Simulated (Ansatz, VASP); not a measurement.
# TiC in two plane-wave programs, part 2 of 2

One calculation is typed for both programs; each brings its own data sets. How far apart do they land? The cell is taken from a series of runs on this material, whose earlier steps may have relaxed, scaled, displaced or heated it; both programs get it as it stands.

VASP 6.6.1 and Ansatz 0.2.0.

So far: Set-up; Ansatz: zone-centre phonons, PBEsol.

## 3. VASP: zone-centre phonons, PBEsol

Level of this step: PBEsol; plane waves and PAW (C, Ti_sv) (VASP).

The same cell, functional, mesh and smearing now go to VASP, with its own data sets.

Lines of VASP's logs that name or quote its potential files are left out, and so is its time.

Contents of INCAR:

```
SYSTEM = TiC
PREC = Accurate
ENCUT = 600
EDIFF = 1E-08
NELM = 120
ISMEAR = 1
SIGMA = 0.2
LREAL = .FALSE.
ALGO = Normal
GGA = PS
NBANDS = 14
LASPH = .TRUE.
LORBIT = 11
LWAVE = .FALSE.
LCHARG = .FALSE.
ISIF = 2
IBRION = 8
GGA_COMPAT = .FALSE.
KPAR = 2
```

Contents of POSCAR:

```
TiC
1.0
    0.0138166282      2.1540911232      2.1430630826
    2.1540911232      0.0138166282      2.1430630826
    2.1679077514      2.1679077514      0.0000000000
C Ti
1 1
Direct
    0.5000000000      0.5000000000      0.5000000000
    0.0000000000      0.0000000000      0.0000000000
```

Contents of KPOINTS:

```
Automatic mesh
0
Gamma
16 16 16
0 0 0
```

Potentials, in the order of the species: C and Ti_sv (PBE family, release 64).

Run with:

```sh
mpirun -np 2 vasp_std
```

Numbers of over 12 decimals in the logs are rounded to 6 here.

The log of the run:

```text
[banner, memory and clock lines left out]
running    2 mpi-ranks, on    1 nodes
 distrk:  each k-point on    1 cores,    2 groups
 distr:  one band on    1 cores,    1 groups

 POSCAR found type information on POSCAR C Ti
 POSCAR found :  2 types and       2 ions
|                                                                             |
|               ----> ADVICE to this user running VASP <----                  |
|                                                                             |
|     You enforced a specific xc type in the INCAR file but a different       |
|     [... a line on the potential file left out ...]
|     I HOPE YOU KNOW WHAT YOU ARE DOING!                                     |
|                                                                             |

 LDA part: xc-table for (Slater+PW92), standard interpolation
 POSCAR, INCAR and KPOINTS ok, starting setup
 FFT: planning ... GRIDC
 FFT: planning ... GRID_SOFT
 FFT: planning ... GRID
 WAVECAR not read
 entering main loop
       N       E                     dE             d eps       ncg     rms          rms(c)
DAV:   1     0.127644150832E+03    0.12764E+03   -0.89029E+03 17394   0.151E+03
DAV:   2    -0.163074134615E+02   -0.14395E+03   -0.13563E+03 18348   0.373E+02
DAV:   3    -0.248093395013E+02   -0.85019E+01   -0.82984E+01 23154   0.872E+01
DAV:   4    -0.251631241831E+02   -0.35378E+00   -0.35352E+00 21664   0.162E+01
DAV:   5    -0.251717176478E+02   -0.85935E-02   -0.85926E-02 23578   0.223E+00    0.188E+01
DAV:   6    -0.203712676775E+02    0.48004E+01   -0.12603E+01 25030   0.602E+01    0.667E+00
DAV:   7    -0.198432095445E+02    0.52806E+00   -0.20358E+00 21090   0.214E+01    0.524E+00
DAV:   8    -0.198095453222E+02    0.33664E-01   -0.11256E-01 19596   0.415E+00    0.317E+00
DAV:   9    -0.198033210895E+02    0.62242E-02   -0.10570E-01 20944   0.400E+00    0.797E-01
DAV:  10    -0.198020495158E+02    0.12716E-02   -0.10148E-02 24282   0.137E+00    0.714E-01
DAV:  11    -0.197997720997E+02    0.22774E-02   -0.55003E-03 18612   0.112E+00    0.147E-01
DAV:  12    -0.197997597703E+02    0.12329E-04   -0.35724E-04 19902   0.211E-01    0.461E-02
DAV:  13    -0.197997501061E+02    0.96642E-05   -0.18358E-05 21310   0.341E-02    0.590E-03
DAV:  14    -0.197997495850E+02    0.52112E-06   -0.74391E-07 22272   0.110E-02    0.240E-03
DAV:  15    -0.197997494698E+02    0.11513E-06   -0.12980E-07 27592   0.526E-03    0.112E-03
DAV:  16    -0.197997494542E+02    0.15648E-07   -0.24934E-08 18698   0.239E-03    0.102E-04
DAV:  17    -0.197997494550E+02   -0.80513E-09   -0.71225E-10 10518   0.354E-04
   1 F= -.19799749E+02 E0= -.19799658E+02  d E =-.273486E-03
 Linear response reoptimize wavefunctions to high precision
DAV:   1    -0.197997494549E+02    0.11096E-09   -0.26136E-10 12180   0.207E-04
DAV:   2    -0.197997494549E+02   -0.77307E-11   -0.75314E-11  9540   0.873E-05
 Linear response DOF=           4
 Linear response progress:
  Degree of freedom:   1/  4
       N       E                     dE             d eps       ncg     rms          rms(c)
RMM:   1    -0.124293158906E+00   -0.12429E+00   -0.38072E-02 67683   0.221E+00
RMM:   2    -0.116134099379E+00    0.81591E-02   -0.52865E-03 60639   0.539E-01    0.135E-01
RMM:   3    -0.116804341431E+00   -0.67024E-03   -0.18105E-03 63601   0.230E-01    0.628E-02
RMM:   4    -0.117777706690E+00   -0.97337E-03   -0.65913E-04 65311   0.140E-01    0.149E-02
RMM:   5    -0.117903120874E+00   -0.12541E-03   -0.14219E-04 73333   0.563E-02    0.248E-03
RMM:   6    -0.117889978119E+00    0.13143E-04   -0.19062E-05 72613   0.228E-02    0.115E-03
RMM:   7    -0.117891045764E+00   -0.10676E-05   -0.39344E-06 75002   0.107E-02    0.529E-04
RMM:   8    -0.117892129253E+00   -0.10835E-05   -0.89315E-07 74102   0.516E-03    0.329E-04
RMM:   9    -0.117890909630E+00    0.12196E-05   -0.24466E-07 75177   0.283E-03    0.858E-05
RMM:  10    -0.117890509853E+00    0.39978E-06   -0.62812E-07 75991   0.148E-03    0.474E-05
RMM:  11    -0.117890529265E+00   -0.19412E-07   -0.28860E-07 76171   0.805E-04    0.201E-05
RMM:  12    -0.117890558190E+00   -0.28924E-07   -0.86820E-09 74006   0.445E-04    0.143E-05
RMM:  13    -0.117890571329E+00   -0.13139E-07   -0.71110E-08 74929   0.255E-04    0.176E-05
RMM:  14    -0.117890573274E+00   -0.19455E-08   -0.67770E-10 77824   0.135E-04    0.184E-05
 first order change of Fermi-energy   0.32382E-03
 force on displaced ion       1 direction 1 : -10.069  -0.314   0.000
 Linear response progress:
  Degree of freedom:   2/  4
       N       E                     dE             d eps       ncg     rms          rms(c)
RMM:   1    -0.124409845026E+00   -0.12441E+00   -0.35547E-02 37658   0.226E+00
RMM:   2    -0.116386400237E+00    0.80234E-02   -0.54812E-03 33994   0.549E-01    0.136E-01
RMM:   3    -0.117060594005E+00   -0.67419E-03   -0.18519E-03 35394   0.235E-01    0.634E-02
RMM:   4    -0.118045290490E+00   -0.98470E-03   -0.68579E-04 36226   0.143E-01    0.151E-02
RMM:   5    -0.118177183445E+00   -0.13189E-03   -0.14492E-04 40817   0.574E-02    0.281E-03
RMM:   6    -0.118167903717E+00    0.92797E-05   -0.19357E-05 40344   0.233E-02    0.145E-03
RMM:   7    -0.118162961702E+00    0.49420E-05   -0.41597E-06 41063   0.111E-02    0.704E-04
RMM:   8    -0.118167421552E+00   -0.44599E-05   -0.65137E-07 40334   0.550E-03    0.330E-04
RMM:   9    -0.118164883646E+00    0.25379E-05   -0.43337E-07 41410   0.301E-03    0.123E-04
RMM:  10    -0.118165042038E+00   -0.15839E-06   -0.94965E-07 40936   0.160E-03    0.568E-05
RMM:  11    -0.118164902614E+00    0.13942E-06   -0.14864E-07 41191   0.857E-04    0.419E-05
RMM:  12    -0.118164916852E+00   -0.14238E-07   -0.99770E-08 42759   0.458E-04    0.336E-05
RMM:  13    -0.118164899144E+00    0.17708E-07   -0.17949E-07 40520   0.270E-04    0.214E-05
RMM:  14    -0.118164949659E+00   -0.50515E-07   -0.31926E-08 40696   0.161E-04    0.227E-05
RMM:  15    -0.118164958933E+00   -0.92734E-08   -0.29894E-09 41384   0.863E-05    0.119E-05
 first order change of Fermi-energy   0.80501E-03
 force on displaced ion       1 direction 3 :  -0.000  -0.000 -10.536
 Linear response progress:
  Degree of freedom:   3/  4
       N       E                     dE             d eps       ncg     rms          rms(c)
RMM:   1    -0.698955303131E+00   -0.69896E+00    0.54781E+00 30909   0.138E+02
RMM:   2    -0.672542826691E+00    0.26412E-01   -0.24389E-01 53110   0.501E+00    0.229E-01
RMM:   3    -0.670933833221E+00    0.16090E-02   -0.18614E-02 63109   0.117E+00    0.113E-01
RMM:   4    -0.670098549489E+00    0.83528E-03   -0.78656E-03 69162   0.526E-01    0.221E-02
RMM:   5    -0.670649640609E+00   -0.55109E-03   -0.12564E-03 73101   0.212E-01    0.105E-02
RMM:   6    -0.670996905963E+00   -0.34727E-03   -0.33513E-04 73659   0.924E-02    0.731E-03
RMM:   7    -0.671545333659E+00   -0.54843E-03   -0.79945E-05 65195   0.500E-02    0.700E-03
RMM:   8    -0.671342298817E+00    0.20303E-03   -0.39982E-05 69276   0.268E-02    0.572E-04
RMM:   9    -0.671345811838E+00   -0.35130E-05   -0.22897E-05 75575   0.146E-02    0.734E-04
RMM:  10    -0.671368777136E+00   -0.22965E-04   -0.17102E-05 73292   0.870E-03    0.274E-04
RMM:  11    -0.671382405445E+00   -0.13628E-04   -0.13136E-05 73376   0.585E-03    0.310E-05
RMM:  12    -0.671382513164E+00   -0.10772E-06   -0.10135E-05 77747   0.402E-03    0.788E-05
RMM:  13    -0.671384832694E+00   -0.23195E-05   -0.79332E-06 72010   0.302E-03    0.512E-05
RMM:  14    -0.671387378630E+00   -0.25459E-05   -0.63147E-06 72672   0.236E-03    0.835E-06
RMM:  15    -0.671388249749E+00   -0.87112E-06   -0.52433E-06 73959   0.189E-03    0.831E-06
RMM:  16    -0.671388412601E+00   -0.16285E-06   -0.42745E-06 77441   0.156E-03    0.890E-06
RMM:  17    -0.671388637660E+00   -0.22506E-06   -0.35714E-06 71817   0.132E-03    0.123E-05
RMM:  18    -0.671388307154E+00    0.33051E-06   -0.30173E-06 66404   0.114E-03    0.333E-05
RMM:  19    -0.671387841833E+00    0.46532E-06   -0.24836E-06 72126   0.987E-04    0.424E-05
RMM:  20    -0.671388061538E+00   -0.21971E-06   -0.21417E-06 64935   0.857E-04    0.409E-05
RMM:  21    -0.671388085016E+00   -0.23478E-07   -0.17869E-06 75985   0.745E-04    0.458E-05
RMM:  22    -0.671388094036E+00   -0.90204E-08   -0.15073E-06 67232   0.653E-04    0.516E-05
RMM:  23    -0.671388384374E+00   -0.29034E-06   -0.12829E-06 72681   0.587E-04    0.462E-05
 first order change of Fermi-energy  -0.26319E-03
 force on displaced ion       2 direction 1 : -10.089  -0.312   0.000
 Linear response progress:
  Degree of freedom:   4/  4
       N       E                     dE             d eps       ncg     rms          rms(c)
RMM:   1    -0.691925217665E+00   -0.69193E+00    0.61766E+00 17552   0.138E+02
RMM:   2    -0.665335611922E+00    0.26590E-01   -0.24405E-01 29697   0.499E+00    0.231E-01
RMM:   3    -0.663729580781E+00    0.16060E-02   -0.18742E-02 35052   0.117E+00    0.114E-01
RMM:   4    -0.662886389154E+00    0.84319E-03   -0.80311E-03 38419   0.526E-01    0.222E-02
RMM:   5    -0.663430840733E+00   -0.54445E-03   -0.12538E-03 40534   0.209E-01    0.107E-02
RMM:   6    -0.663764033684E+00   -0.33319E-03   -0.32951E-04 40898   0.906E-02    0.767E-03
RMM:   7    -0.664063053795E+00   -0.29902E-03   -0.77601E-05 37842   0.441E-02    0.258E-03
RMM:   8    -0.664207341633E+00   -0.14429E-03   -0.37801E-05 39806   0.242E-02    0.230E-03
RMM:   9    -0.664119207841E+00    0.88134E-04   -0.24736E-05 38794   0.140E-02    0.731E-04
RMM:  10    -0.664139536276E+00   -0.20328E-04   -0.12804E-05 41120   0.820E-03    0.297E-04
RMM:  11    -0.664155068441E+00   -0.15532E-04   -0.10374E-05 40676   0.541E-03    0.550E-05
RMM:  12    -0.664153342119E+00    0.17263E-05   -0.69518E-06 42624   0.373E-03    0.692E-05
RMM:  13    -0.664154627006E+00   -0.12849E-05   -0.58903E-06 41704   0.279E-03    0.664E-05
RMM:  14    -0.664155803077E+00   -0.11761E-05   -0.46062E-06 41074   0.220E-03    0.564E-05
[...]
RMM:  21    -0.664158852410E+00   -0.11658E-07   -0.97738E-07 38685   0.745E-04    0.203E-05
RMM:  22    -0.664158942627E+00   -0.90217E-07   -0.85870E-07 39869   0.657E-04    0.261E-05
RMM:  23    -0.664159127011E+00   -0.18438E-06   -0.71807E-07 39617   0.591E-04    0.239E-05
RMM:  24    -0.664159122284E+00    0.47274E-08   -0.62489E-07 37438   0.516E-04    0.275E-05
RMM:  25    -0.664159133286E+00   -0.11002E-07   -0.46608E-07 31956   0.458E-04    0.317E-05
RMM:  26    -0.664159170679E+00   -0.37394E-07   -0.40125E-07 29632   0.407E-04    0.341E-05
RMM:  27    -0.664159190262E+00   -0.19583E-07   -0.29090E-07 39856   0.367E-04    0.341E-05
RMM:  28    -0.664159179653E+00    0.10609E-07   -0.28326E-07 32188   0.326E-04    0.355E-05
 first order change of Fermi-energy  -0.52170E-03
 force on displaced ion       2 direction 3 :  -0.000  -0.000 -10.554
 Linear response finished
```

From OUTCAR (step 3):

```text
ion  position               nearest neighbor table
   1  0.500  0.500  0.500-   2 2.14   2 2.14   2 2.15   2 2.15   2 2.15   2 2.15
   2  0.000  0.000  0.000-   1 2.14   1 2.14   1 2.15   1 2.15   1 2.15   1 2.15

  LATTYP: Found a body centered orthorhombic cell.
 ALAT       =     3.0268052180
 B/A-ratio  =     1.0129110805
 C/A-ratio  =     1.4160561571

 Subroutine GETGRP returns: Found  8 space group operations
 (whereof  8 operations were pure point group operations)

The static configuration has the point symmetry D_2h.

 Found    621 irreducible k-points:

   k-points           NKPTS =    621   k-points in BZ     NKDIM =    621   number of bands    NBANDS=     14

   dimension x,y,z NGX =    24 NGY =   24 NGZ =   24
   dimension x,y,z NGXF=    48 NGYF=   48 NGZF=   48

   ENCUT  =  600.0 eV  44.10 Ry    6.64 a.u.   6.07  6.07  6.12*2*pi/ulx,y,z

   NELECT =      16.0000    total number of electrons

 k-points in reciprocal lattice and weights: Automatic mesh
   0.00000000  0.00000000  0.00000000       0.000
   0.06250000  0.00000000  0.00000000       0.001
   0.12500000  0.00000000  0.00000000       0.001
   0.18750000  0.00000000  0.00000000       0.001
   0.25000000  0.00000000  0.00000000       0.001
   0.31250000  0.00000000  0.00000000       0.001
   0.37500000  0.00000000  0.00000000       0.001
   0.43750000  0.00000000  0.00000000       0.001
   0.50000000  0.00000000  0.00000000       0.000
[...]
0.25000000  0.25000000  0.50000000       0.000
  -0.25000000  0.25000000  0.50000000       0.000

 average (electrostatic) potential at core
       1 -44.3568       2 -70.6470

  Total       -0.2393188     -0.2393188      0.0293024     -0.2657939      0.0000000      0.0000000
  in kB      -19.2802324    -19.2802324      2.3606843    -21.4131407      0.0000000      0.0000000
  external PRESSURE =     -12.0665935 kB  Pullay stress =       0.0000000 kB

  energy-cutoff  :      600.00
  volume of cell :       19.89
      direct lattice vectors                 reciprocal lattice vectors
     0.013816628  2.154091123  2.143063083    -0.233614894  0.233614894  0.233310911
     2.154091123  0.013816628  2.143063083     0.233614894 -0.233614894  0.233310911
     2.167907751  2.167907751  0.000000000     0.230637120  0.230637120 -0.233310911

 POSITION                                       TOTAL-FORCE (eV/Angst)
 -----------------------------------------------------------------------------------
      2.16791      2.16791      2.14306         0.000000      0.000000      0.000000
      0.00000      0.00000      0.00000        -0.000000      0.000000     -0.000000
 -----------------------------------------------------------------------------------
    total drift:                                0.000000     -0.000000     -0.000000

 Eigenvectors and eigenvalues of the dynamical matrix
 ----------------------------------------------------

   1 f  =   16.378710 THz   102.910467 2PiTHz  546.334944 cm-1    67.736870 meV
             X         Y         Z           dx          dy          dz
      2.167908  2.167908  2.143063    -0.000000   -0.000000    0.893973
      0.000000  0.000000  0.000000     0.000000    0.000000   -0.448120

   2 f  =   16.258975 THz   102.158152 2PiTHz  542.341022 cm-1    67.241687 meV
             X         Y         Z           dx          dy          dz
      2.167908  2.167908  2.143063     0.632122    0.632122    0.000000
      0.000000  0.000000  0.000000    -0.316893   -0.316893   -0.000000

   3 f  =   15.760899 THz    99.028649 2PiTHz  525.727001 cm-1    65.181811 meV
             X         Y         Z           dx          dy          dz
      2.167908  2.167908  2.143063     0.632100   -0.632100   -0.000000
      0.000000  0.000000  0.000000    -0.316939    0.316939    0.000000

   4 f/i=    0.005394 THz     0.033893 2PiTHz    0.179931 cm-1     0.022309 meV
             X         Y         Z           dx          dy          dz
      2.167908  2.167908  2.143063     0.000000    0.000000    0.448120
      0.000000  0.000000  0.000000     0.000000    0.000000    0.893973

   5 f/i=    0.005985 THz     0.037608 2PiTHz    0.199652 cm-1     0.024754 meV
             X         Y         Z           dx          dy          dz
      2.167908  2.167908  2.143063    -0.316893   -0.316893    0.000000
      0.000000  0.000000  0.000000    -0.632122   -0.632122    0.000000

   6 f/i=    0.006933 THz     0.043560 2PiTHz    0.231252 cm-1     0.028672 meV
             X         Y         Z           dx          dy          dz
      2.167908  2.167908  2.143063    -0.316939    0.316939   -0.000000
      0.000000  0.000000  0.000000    -0.632100    0.632100   -0.000000

 ELASTIC MODULI CONTR FROM IONIC RELAXATION (kBar)
 Direction    XX          YY          ZZ          XY          YZ          ZX
 --------------------------------------------------------------------------------
 XX           0.0000      0.0000      0.0000      0.0000      0.0000      0.0000
 YY           0.0000      0.0000      0.0000      0.0000      0.0000      0.0000
 ZZ           0.0000      0.0000      0.0000      0.0000      0.0000      0.0000
 XY           0.0000      0.0000      0.0000      0.0000      0.0000      0.0000
 YZ           0.0000      0.0000      0.0000      0.0000      0.0000      0.0000
 ZX           0.0000      0.0000      0.0000      0.0000      0.0000      0.0000
 --------------------------------------------------------------------------------
```

## 4. Comparison

Known differences besides the potentials themselves: the cutoff is 420 eV in Ansatz and 600 eV in VASP; Ansatz makes its cores anew for this functional, VASP keeps those of its PBE data sets. Total energies have different zeros and are not compared.

Both answers:

```tsv
quantity	Ansatz	VASP	difference
optical mode 1 (cm⁻¹)	524.8	525.7	-0.18 %
optical mode 2 (cm⁻¹)	541.3	542.3	-0.19 %
optical mode 3 (cm⁻¹)	545.5	546.3	-0.16 %
```

Modes are paired by rising frequency, not by their patterns, so a pair may set unlike modes beside each other; they are those without the splitting of longitudinal modes.

## 5. Summary of results

```json
{
 "r.m.s. difference of the optical zone-centre modes, each program's sorted by frequency (zone-centre phonons, PBEsol)": "0.96 cm⁻¹"
}
```

**Reading.** The r.m.s. difference of the optical zone-centre modes, each program's sorted by frequency is 0.96 cm⁻¹ (zone-centre phonons, PBEsol). Such differences can come from data sets, numerical settings and the points named under the comparisons, not from the functional's error against experiment.

[Lines on the potential files, build, host, timing and source positions are cut from VASP's logs without a mark.]

[Logs are printed without paths, hosts, clocks, repeated set-up lines and the standing remarks that a program may print on its own settings, such as how far it seeks lower states.]

[Hosts, paths, dates, database ids (printed as entryN), source tags and the programs' standing remarks are cut or masked in the printed files.]
